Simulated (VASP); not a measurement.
# CdSe (Cadmoselite): convergence with the smearing and SCF solver

How sensitive are energy, pressure and forces of CdSe (Cadmoselite) to the smearing and SCF solver? The series runs use PBE. The smearing tried: ISMEAR = -1, SIGMA = 0.01; ISMEAR = -1, SIGMA = 0.05; ISMEAR = -1, SIGMA = 0.1; ISMEAR = -1, SIGMA = 0.2; ISMEAR = -1, SIGMA = 0.5; ISMEAR = 2, SIGMA = 0.01; ISMEAR = 2, SIGMA = 0.05; ISMEAR = 2, SIGMA = 0.1; ISMEAR = 2, SIGMA = 0.2; ISMEAR = 2, SIGMA = 0.5; ISMEAR = -5. The SCF solver tried: ALGO = Normal; ALGO = Fast; ALGO = VeryFast; ALGO = All; ALGO = Damped; AMIX = 0.1, BMIX = 0.01; AMIX = 0.8; IMIX = 1, AMIX = 0.2. The start is a cell from a database of measured crystal structures.

Calculated with VASP 6.6.1; PBE; plane waves and PAW (Cd, Se).

The database entry behind the starting cell differs from later determinations by our own check (inner coordinate of an old entry), so it need not match the best structure at ambient conditions.

### Step 1. Set-up

It takes space group P6_3mc (No. 186, hexagonal). Conventional cell: a = 4.300 Å, b = 4.300 Å, c = 7.020 Å, α = 90.00°, β = 90.00°, γ = 120.00°. Nearest to Cd lie 4 Se at 2.61 to 2.70 Å. Nearest to Se lie 4 Cd at 2.61 to 2.70 Å. Farther neighbours and most contacts between anions are not listed.

Structure file:

```xyz
4
Lattice="4.3000 0.0000 0.0000 -2.1500 3.7239 0.0000 0.0000 0.0000 7.0200" Properties=species:S:1:pos:R:3 pbc="T T T"
Cd    0.0000    2.4826    0.0000
Cd    2.1500    1.2413    3.5100
Se    0.0000    2.4826    2.7027
Se    2.1500    1.2413    6.2127
```

### Step 2. Smearing: ISMEAR = -1, SIGMA = 0.01

With a gap, smearing should do nothing until its tail reaches across the gap. PBE, the usual starting point, adds the gradient of the density.

INCAR

```
SYSTEM = CdSe
PREC = Accurate
ENCUT = 400
EDIFF = 1E-06
NELM = 100
ISMEAR = -1
SIGMA = 0.01
LREAL = .FALSE.
ALGO = Normal
GGA = PE
NBANDS = 24
LORBIT = 11
LWAVE = .FALSE.
LCHARG = .FALSE.
KPAR = 4
ISIF = 2
```

POSCAR

```
CdSe
1.0
    4.3000000000      0.0000000000      0.0000000000
   -2.1500000000      3.7239092363      0.0000000000
    0.0000000000      0.0000000000      7.0200000000
Cd Se
2 2
Direct
    0.3333333333      0.6666666667      0.0000000000
    0.6666666667      0.3333333333      0.5000000000
    0.3333333333      0.6666666667      0.3850000000
    0.6666666667      0.3333333333      0.8850000000
```

KPOINTS

```
Automatic mesh
0
Gamma
5 5 3
0 0 0
```

The projector-augmented-wave data sets are Cd and Se (PBE family, release 64).

Launch:

```bash
$ mpirun -np 4 vasp_std
```

The program printed:

```text
[banner, memory and clock lines left out]
running    4 mpi-ranks, on    1 nodes
 distrk:  each k-point on    1 cores,    4 groups
 distr:  one band on    1 cores,    1 groups

 POSCAR found type information on POSCAR CdSe
 POSCAR found :  2 types and       4 ions
 LDA part: xc-table for (Slater+PW92), standard interpolation
 POSCAR, INCAR and KPOINTS ok, starting setup
 FFT: planning ... GRIDC
 FFT: planning ... GRID_SOFT
 FFT: planning ... GRID
 WAVECAR not read
 entering main loop
       N       E                     dE             d eps       ncg     rms          rms(c)
DAV:   1     0.209623968500E+03    0.20962E+03   -0.15129E+04   480   0.110E+03
DAV:   2    -0.182984731865E+01   -0.21145E+03   -0.20713E+03   568   0.302E+02
DAV:   3    -0.115799079780E+02   -0.97501E+01   -0.97249E+01   568   0.672E+01
DAV:   4    -0.116439115372E+02   -0.64004E-01   -0.63989E-01   568   0.528E+00
DAV:   5    -0.116444239562E+02   -0.51242E-03   -0.51238E-03   592   0.421E-01    0.895E+00
DAV:   6    -0.109182599692E+02    0.72616E+00   -0.14660E+00   576   0.118E+01    0.700E+00
DAV:   7    -0.108836139236E+02    0.34646E-01   -0.60330E-01   536   0.408E+00    0.258E+00
DAV:   8    -0.108812638744E+02    0.23500E-02   -0.66567E-02   512   0.269E+00    0.393E-01
DAV:   9    -0.108812975889E+02   -0.33714E-04   -0.86839E-03   568   0.113E+00    0.125E-01
DAV:  10    -0.108814402664E+02   -0.14268E-03   -0.96849E-04   528   0.352E-01    0.752E-02
DAV:  11    -0.108815322601E+02   -0.91994E-04   -0.19739E-04   520   0.871E-02    0.186E-02
DAV:  12    -0.108815287516E+02    0.35085E-05   -0.62830E-05   592   0.863E-02    0.102E-02
DAV:  13    -0.108815299580E+02   -0.12064E-05   -0.14836E-05   504   0.389E-02    0.370E-03
DAV:  14    -0.108815302271E+02   -0.26907E-06   -0.90157E-07   448   0.481E-03
   1 F= -.10881530E+02 E0= -.10881530E+02  d E =-.248022E-11
```

It took 5 s on 4 MPI ranks of Intel Xeon 6975P-C (Granite Rapids), shared host; peak memory 0.69 GiB.

The logs omit lines about the potential files and the build; timing stands in the text.

Parts of OUTCAR (step 2):

```text
ion  position               nearest neighbor table
   1  0.333  0.667  0.000-   4 2.61   4 2.61   4 2.61   3 2.70
   2  0.667  0.333  0.500-   3 2.61   3 2.61   3 2.61   4 2.70
   3  0.333  0.667  0.385-   2 2.61   2 2.61   2 2.61   1 2.70
   4  0.667  0.333  0.885-   1 2.61   1 2.61   1 2.61   2 2.70

  LATTYP: Found a hexagonal cell.
 ALAT       =     4.3000000000
 C/A-ratio  =     1.6325581395

 Subroutine GETGRP returns: Found 12 space group operations
 (whereof  6 operations were pure point group operations)

The static configuration has the point symmetry C_3v.
 The point group associated with its full space group is C_6v.

 Found     10 irreducible k-points:

   k-points           NKPTS =     10   k-points in BZ     NKDIM =     10   number of bands    NBANDS=     24

   dimension x,y,z NGX =    28 NGY =   28 NGZ =   48
   dimension x,y,z NGXF=    56 NGYF=   56 NGZF=   96

   ENCUT  =  400.0 eV  29.40 Ry    5.42 a.u.   7.01  7.01 11.45*2*pi/ulx,y,z

   NELECT =      36.0000    total number of electrons

 k-points in reciprocal lattice and weights: Automatic mesh
   0.00000000  0.00000000  0.00000000       0.013
   0.20000000  0.00000000  0.00000000       0.080
   0.40000000  0.00000000  0.00000000       0.080
   0.20000000  0.20000000  0.00000000       0.080
   0.40000000  0.20000000  0.00000000       0.080
   0.00000000  0.00000000  0.33333333       0.027
   0.20000000  0.00000000  0.33333333       0.160
   0.40000000  0.00000000  0.33333333       0.160
   0.20000000  0.20000000  0.33333333       0.160
   0.40000000  0.20000000  0.33333333       0.160

 average (electrostatic) potential at core
       1 -39.9776       2 -39.9776       3 -56.4277       4 -56.4277

 E-fermi :   1.1682

 k-point     1 :       0.0000    0.0000    0.0000
  band No.  band energies     occupation
    ...
     14       0.2244      2.00000
     15       0.2244      2.00000
     16       0.9325      2.00000
     17       0.9431      2.00000
     18       0.9431      2.00000
     19       1.6407      0.00000
     20       3.0553      0.00000
     21       6.8137      0.00000
     22       6.8137      0.00000
     23       7.0728      0.00000
    ...

 k-point     2 :       0.2000    0.0000    0.0000
  band No.  band energies     occupation
    ...
     14      -1.1628      2.00000
     15      -0.7967      2.00000
     16      -0.2258      2.00000
     17       0.6447      2.00000
     18       0.6571      2.00000
     19       3.2245      0.00000
     20       4.2372      0.00000
     21       6.1574      0.00000
     22       7.0101      0.00000
     23       7.3662      0.00000
    ...

 k-point     3 :       0.4000    0.0000    0.0000
  band No.  band energies     occupation
    ...
     14      -2.5125      2.00000
     15      -1.7267      2.00000
     16      -0.8241      2.00000
     17      -0.0875      2.00000
     18       0.1849      2.00000
     19       4.1052      0.00000
     20       4.2882      0.00000
     21       5.8683      0.00000
     22       6.9336      0.00000
     23       7.6049      0.00000
    ...

  Total        2.5969771      2.5969771      1.0741223      0.0000000      0.0000000      0.0000000
  in kB       37.0146841     37.0146841     15.3094529      0.0000000      0.0000000      0.0000000
  external PRESSURE =      29.7796070 kB  Pullay stress =       0.0000000 kB

  energy-cutoff  :      400.00
  volume of cell :      112.41
      direct lattice vectors                 reciprocal lattice vectors
     4.300000000  0.000000000  0.000000000     0.232558140  0.134267504  0.000000000
    -2.150000000  3.723909236  0.000000000     0.000000000  0.268535009  0.000000000
     0.000000000  0.000000000  7.020000000     0.000000000  0.000000000  0.142450142

 POSITION                                       TOTAL-FORCE (eV/Angst)
 -----------------------------------------------------------------------------------
     -0.00000      2.48261      0.00000        -0.000000     -0.000000      0.295357
      2.15000      1.24130      3.51000         0.000000      0.000000      0.295357
     -0.00000      2.48261      2.70270        -0.000000      0.000000     -0.295357
      2.15000      1.24130      6.21270        -0.000000      0.000000     -0.295357
 -----------------------------------------------------------------------------------
    total drift:                               -0.000000     -0.000000      0.000163

  FREE ENERGIE OF THE ION-ELECTRON SYSTEM (eV)
  ---------------------------------------------------
  free  energy   TOTEN  =       -10.8815302271 eV

  energy  without entropy=      -10.8815302271  energy(sigma->0) =      -10.88153023

 total charge
# of ion       s       p       d       tot
------------------------------------------
    1        0.444   0.316   9.552  10.312
    2        0.444   0.316   9.552  10.312
    3        1.442   2.403   0.022   3.868
    4        1.442   2.403   0.022   3.868
--------------------------------------------------
tot          3.772   5.437  19.149  28.358

[... 3 further parts left out ...]
```

The gap is read on the k-mesh alone, so it is an upper bound where the band edges lie off the mesh. Spin-orbit coupling is off here; it would split degenerate levels, and it lifts a valence top of Se p states by about 0.1 eV.

A gap read on the k-mesh alone can miss the band edges.

Numbers from this step:

| Property | Result |
| --- | --- |
| SCF cycles | 14 |
| electrons | 36 |
| bands | 24 |
| irreducible k-points | 10 |
| symmetry operations | 12 |
| free energy (TOTEN) | -10.88 eV |
| Fermi energy | 1.168 eV |
| pressure | 2.978 GPa |
| metallic | no |
| valence top at k | 0, 0, 0 |
| conduction bottom at k | 0, 0, 0 |
| least direct gap at k | 0, 0, 0 |
| gap on the k-mesh | 0.6976 eV |
| least direct gap on the k-mesh | 0.6976 eV |

The series starts at -2.7204 eV an atom and 2.98 GPa, after 14 cycles in 5 s. The entropy term T·S comes to 0.00 meV an atom in size.

### Step 3. Smearing: ISMEAR = -1, SIGMA = 0.05

Edit INCAR of step 2 so:

```diff
@@ -6,3 +6,3 @@
 ISMEAR = -1
-SIGMA = 0.01
+SIGMA = 0.05
 LREAL = .FALSE.
```

POSCAR is that of step 2.

KPOINTS is that of step 2.

Launch:

```bash
$ mpirun -np 4 vasp_std
```

The program printed:

```text
[... set-up lines as in an earlier step ...]
 entering main loop
       N       E                     dE             d eps       ncg     rms          rms(c)
DAV:   1     0.209601643756E+03    0.20960E+03   -0.15129E+04   480   0.110E+03
DAV:   2    -0.182990316370E+01   -0.21143E+03   -0.20668E+03   568   0.303E+02
DAV:   3    -0.115799080225E+02   -0.97500E+01   -0.97245E+01   568   0.672E+01
DAV:   4    -0.116439115787E+02   -0.64004E-01   -0.63989E-01   568   0.528E+00
[...]
DAV:  12    -0.108815330088E+02    0.35522E-05   -0.62965E-05   592   0.864E-02    0.102E-02
DAV:  13    -0.108815342148E+02   -0.12060E-05   -0.14844E-05   504   0.389E-02    0.371E-03
DAV:  14    -0.108815344836E+02   -0.26886E-06   -0.90193E-07   448   0.481E-03
   1 F= -.10881534E+02 E0= -.10881517E+02  d E =-.344902E-04
```

The job ended after 4.4 s (4 MPI ranks; peak memory 0.71 GiB).

Parts of OUTCAR (step 3):

```text
  Total        2.5970868      2.5970868      1.0742091      0.0000000     -0.0000000      0.0000000
  in kB       37.0162480     37.0162480     15.3106896      0.0000000     -0.0000000      0.0000000
  external PRESSURE =      29.7810619 kB  Pullay stress =       0.0000000 kB

 POSITION                                       TOTAL-FORCE (eV/Angst)
 -----------------------------------------------------------------------------------
     -0.00000      2.48261      0.00000         0.000000     -0.000000      0.295367
      2.15000      1.24130      3.51000        -0.000000      0.000000      0.295367
     -0.00000      2.48261      2.70270        -0.000000      0.000000     -0.295367
      2.15000      1.24130      6.21270         0.000000     -0.000000     -0.295367
 -----------------------------------------------------------------------------------
    total drift:                               -0.000000     -0.000000      0.000163

  FREE ENERGIE OF THE ION-ELECTRON SYSTEM (eV)
  ---------------------------------------------------
  free  energy   TOTEN  =       -10.8815344836 eV

  energy  without entropy=      -10.8814999935  energy(sigma->0) =      -10.88151724

[... 2 parts as in an earlier step ...]

[... 1 further part left out ...]
[key lines of the parts left out:]
E-fermi :   1.3188
```

Against the run before the energy at zero width stays within 0.01 meV an atom and the pressure within 0.01 GPa, after 14 cycles in 4.4 s. The entropy term T·S comes to 0.01 meV an atom in size.

### Step 4. Smearing: ISMEAR = -1, SIGMA = 0.1

Edit INCAR of step 3 so:

```diff
@@ -6,3 +6,3 @@
 ISMEAR = -1
-SIGMA = 0.05
+SIGMA = 0.1
 LREAL = .FALSE.
```

POSCAR is that of step 3.

KPOINTS is that of step 3.

Launch:

```bash
$ mpirun -np 4 vasp_std
```

The program printed:

```text
[... set-up lines as in an earlier step ...]
 entering main loop
       N       E                     dE             d eps       ncg     rms          rms(c)
DAV:   1     0.209566043170E+03    0.20957E+03   -0.15129E+04   480   0.110E+03
DAV:   2    -0.183057184646E+01   -0.21140E+03   -0.20655E+03   568   0.303E+02
DAV:   3    -0.115799419610E+02   -0.97494E+01   -0.97224E+01   568   0.672E+01
DAV:   4    -0.116439451708E+02   -0.64003E-01   -0.63988E-01   568   0.528E+00
[...]
DAV:  12    -0.108818575022E+02    0.41633E-05   -0.64654E-05   592   0.875E-02    0.102E-02
DAV:  13    -0.108818587195E+02   -0.12173E-05   -0.14861E-05   504   0.387E-02    0.380E-03
DAV:  14    -0.108818589839E+02   -0.26442E-06   -0.90120E-07   448   0.482E-03
   1 F= -.10881859E+02 E0= -.10881061E+02  d E =-.159607E-02
```

Wall time 4.6 s (4 MPI ranks); peak memory 0.7 GiB; 15 s of CPU time.

Parts of OUTCAR (step 4):

```text
  Total        2.6012320      2.6012320      1.0777365      0.0000000      0.0000000      0.0000000
  in kB       37.0753286     37.0753286     15.3609655      0.0000000      0.0000000      0.0000000
  external PRESSURE =      29.8372076 kB  Pullay stress =       0.0000000 kB

 POSITION                                       TOTAL-FORCE (eV/Angst)
 -----------------------------------------------------------------------------------
     -0.00000      2.48261      0.00000        -0.000000      0.000000      0.295694
      2.15000      1.24130      3.51000         0.000000     -0.000000      0.295694
     -0.00000      2.48261      2.70270         0.000000      0.000000     -0.295694
      2.15000      1.24130      6.21270         0.000000      0.000000     -0.295694
 -----------------------------------------------------------------------------------
    total drift:                               -0.000000     -0.000000      0.000162

  FREE ENERGIE OF THE ION-ELECTRON SYSTEM (eV)
  ---------------------------------------------------
  free  energy   TOTEN  =       -10.8818589839 eV

  energy  without entropy=      -10.8802629099  energy(sigma->0) =      -10.88106095

[... 2 parts as in an earlier step ...]

[... 1 further part left out ...]
[key lines of the parts left out:]
E-fermi :   1.3662
```

Against the run before the energy at zero width moves by +0.11 meV an atom and the pressure by +0.01 GPa, after 14 cycles in 4.6 s. The entropy term T·S comes to 0.40 meV an atom in size.

### Step 5. Smearing: ISMEAR = -1, SIGMA = 0.2

Edit INCAR of step 4 so:

```diff
@@ -6,3 +6,3 @@
 ISMEAR = -1
-SIGMA = 0.1
+SIGMA = 0.2
 LREAL = .FALSE.
```

POSCAR is that of step 4.

KPOINTS is that of step 4.

Launch:

```bash
$ mpirun -np 4 vasp_std
```

The program printed:

```text
[... set-up lines as in an earlier step ...]
 entering main loop
       N       E                     dE             d eps       ncg     rms          rms(c)
DAV:   1     0.209478224199E+03    0.20948E+03   -0.15129E+04   480   0.110E+03
DAV:   2    -0.183348302303E+01   -0.21131E+03   -0.20639E+03   568   0.303E+02
DAV:   3    -0.115817129858E+02   -0.97482E+01   -0.97197E+01   568   0.672E+01
DAV:   4    -0.116457302419E+02   -0.64017E-01   -0.64001E-01   568   0.528E+00
[...]
DAV:  12    -0.108865842107E+02    0.43083E-05   -0.63011E-05   592   0.866E-02    0.101E-02
DAV:  13    -0.108865854993E+02   -0.12886E-05   -0.14314E-05   504   0.376E-02    0.384E-03
DAV:  14    -0.108865857463E+02   -0.24696E-06   -0.86309E-07   448   0.472E-03
   1 F= -.10886586E+02 E0= -.10878493E+02  d E =-.161854E-01
```

Run time: 4.6 s. Hardware: 4 MPI ranks; peak memory 0.71 GiB; 15 s of CPU time.

OUTCAR, selected parts (step 5):

```text
  Total        2.6297829      2.6297829      1.1030325      0.0000000      0.0000000      0.0000000
  in kB       37.4822644     37.4822644     15.7215097      0.0000000      0.0000000      0.0000000
  external PRESSURE =      30.2286795 kB  Pullay stress =       0.0000000 kB

 POSITION                                       TOTAL-FORCE (eV/Angst)
 -----------------------------------------------------------------------------------
     -0.00000      2.48261      0.00000         0.000000     -0.000000      0.297374
      2.15000      1.24130      3.51000        -0.000000      0.000000      0.297374
     -0.00000      2.48261      2.70270        -0.000000      0.000000     -0.297374
      2.15000      1.24130      6.21270         0.000000     -0.000000     -0.297374
 -----------------------------------------------------------------------------------
    total drift:                               -0.000000     -0.000000      0.000161

  FREE ENERGIE OF THE ION-ELECTRON SYSTEM (eV)
  ---------------------------------------------------
  free  energy   TOTEN  =       -10.8865857463 eV

  energy  without entropy=      -10.8704003508  energy(sigma->0) =      -10.87849305

[... 2 parts as in an earlier step ...]

[... 1 further part left out ...]
[key lines of the parts left out:]
E-fermi :   1.5645
```

Against the run before the energy at zero width moves by +0.64 meV an atom and the pressure by +0.04 GPa, after 14 cycles in 4.6 s. The entropy term T·S comes to 4.05 meV an atom in size.

### Step 6. Smearing: ISMEAR = -1, SIGMA = 0.5

Edit INCAR of step 5 so:

```diff
@@ -6,3 +6,3 @@
 ISMEAR = -1
-SIGMA = 0.2
+SIGMA = 0.5
 LREAL = .FALSE.
```

POSCAR is that of step 5.

KPOINTS is that of step 5.

Launch:

```bash
$ mpirun -np 4 vasp_std
```

The program printed:

```text
[... set-up lines as in an earlier step ...]
 entering main loop
       N       E                     dE             d eps       ncg     rms          rms(c)
DAV:   1     0.209029579237E+03    0.20903E+03   -0.15129E+04   480   0.110E+03
DAV:   2    -0.190260418329E+01   -0.21093E+03   -0.20585E+03   568   0.302E+02
DAV:   3    -0.116571623292E+02   -0.97546E+01   -0.97242E+01   568   0.671E+01
DAV:   4    -0.117215212698E+02   -0.64359E-01   -0.64340E-01   568   0.528E+00
[...]
DAV:  12    -0.109892206046E+02    0.32486E-05   -0.51709E-05   592   0.790E-02    0.951E-03
DAV:  13    -0.109892217671E+02   -0.11625E-05   -0.12507E-05   496   0.347E-02    0.379E-03
DAV:  14    -0.109892219728E+02   -0.20574E-06   -0.77896E-07   440   0.448E-03
   1 F= -.10989222E+02 E0= -.10780727E+02  d E =-.416990E+00
```

Wall time 4.4 s (4 MPI ranks); peak memory 0.69 GiB; 15 s of CPU time.

From OUTCAR (step 6):

```text
  Total        2.9360172      2.9360172      1.3675381      0.0000000      0.0000000      0.0000000
  in kB       41.8470189     41.8470189     19.4915045      0.0000000      0.0000000      0.0000000
  external PRESSURE =      34.3951808 kB  Pullay stress =       0.0000000 kB

 POSITION                                       TOTAL-FORCE (eV/Angst)
 -----------------------------------------------------------------------------------
     -0.00000      2.48261      0.00000        -0.000000      0.000000      0.294742
      2.15000      1.24130      3.51000         0.000000     -0.000000      0.294742
     -0.00000      2.48261      2.70270         0.000000     -0.000000     -0.294742
      2.15000      1.24130      6.21270         0.000000     -0.000000     -0.294742
 -----------------------------------------------------------------------------------
    total drift:                               -0.000000     -0.000000      0.000161

  FREE ENERGIE OF THE ION-ELECTRON SYSTEM (eV)
  ---------------------------------------------------
  free  energy   TOTEN  =       -10.9892219728 eV

  energy  without entropy=      -10.5722316383  energy(sigma->0) =      -10.78072681

[... 2 parts as in an earlier step ...]

[... 1 further part left out ...]
[key lines of the parts left out:]
E-fermi :   2.0927
```

Against the run before the energy at zero width moves by +24.44 meV an atom and the pressure by +0.42 GPa, after 14 cycles in 4.4 s. The entropy term T·S comes to 104.25 meV an atom in size.

[end of part 1 of 4]

[Lines on the potential files, build, host, timing and source positions are cut from VASP's logs without a mark.]

[Logs are printed without paths, hosts, clocks, repeated set-up lines and the standing remarks that a program may print on its own settings, such as how far it seeks lower states.]

[Hosts, paths, dates, database ids (printed as entryN), source tags and the programs' standing remarks are cut or masked in the printed files.]

[A measured line is paired with the nearest computed mode of its activity, which favours agreement.]
